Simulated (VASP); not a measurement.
VASP ran on this input.

KPOINTS:
```
Automatic mesh
0
Gamma
5 5 3
0 0 0
```

File POSCAR:
```
ZnHgTe2
1
    4.3881475945     0.0000000000     0.0000000000
    0.0000000000     4.3881475945     0.0000000000
    0.0000000000     0.0000000000     6.2511153125
Zn Hg Te
1 1 2
Direct
  0.5000000000   0.5000000000   0.5000000000
  0.0000000000   0.0000000000   0.0000000000
  0.0000000000   0.5000000000   0.2719356671
  0.5000000000   0.0000000000   0.7280643329
```

INCAR:
```
SYSTEM  =  ZnHgTe2
PREC  =  Accurate; ENCUT  =  400; LREAL  =  .False.
LASPH  =  .True.
EDIFF  =  1E-6; NELM  =  100; ALGO  =  Normal
LMAXMIX  =  6
ISMEAR  =  0; SIGMA  =  0.05
IBRION  =  2; NSW  =  60; ISIF  =  3
EDIFFG  =  -0.02
LWAVE  =  .False.; LCHARG  =  .False.
```

POTCAR, in this order: Zn Hg Te (LDA.64 set). Program: vasp_std.

Write an equivalent input for Quantum ESPRESSO's pw.x.

One equivalent input (not run):
```
&CONTROL
  calculation = 'vc-relax'
  pseudo_dir = './pseudo'
  outdir = './out'
  tprnfor = .true.
  tstress = .true.
  nstep = 60
  forc_conv_thr = 0.00078
/
&SYSTEM
  ibrav = 0
  nat = 4
  ntyp = 3
  ecutwfc = 84
  occupations = 'smearing'
  smearing = 'gaussian'
  degauss = 0.003675
  input_dft = 'pz'
/
&ELECTRONS
  conv_thr = 7.3e-08
  electron_maxstep = 100
/
&IONS
/
&CELL
/
ATOMIC_SPECIES
  Zn 65.380 Zn.upf
  Hg 200.592 Hg.upf
  Te 127.600 Te.upf
CELL_PARAMETERS angstrom
     4.3881476    0.0000000    0.0000000
     0.0000000    4.3881476    0.0000000
     0.0000000    0.0000000    6.2511153
ATOMIC_POSITIONS crystal
  Zn   0.5000000  0.5000000  0.5000000
  Hg   0.0000000  0.0000000  0.0000000
  Te   0.0000000  0.5000000  0.2719357
  Te   0.5000000  0.0000000  0.7280643
K_POINTS automatic
  5 5 3 0 0 0
```
What does not carry over: the potentials are each code's own (VASP's PAW set, PseudoDojo norm-conserving files in pw.x), so ENCUT and ecutwfc are chosen apart and not converted; conv_thr bounds pw.x's estimated SCF error, while EDIFF bounds the energy change between steps; forc_conv_thr acts on force components and is met together with etot_conv_thr.

The structure comes from a computed database's ZnHgTe2 entry (P-4m2); how it stands against other phases isn't given here. This run relaxes it. Symmetry was kept, so distortions that lower it aren't found. The start is the result of an earlier pass.
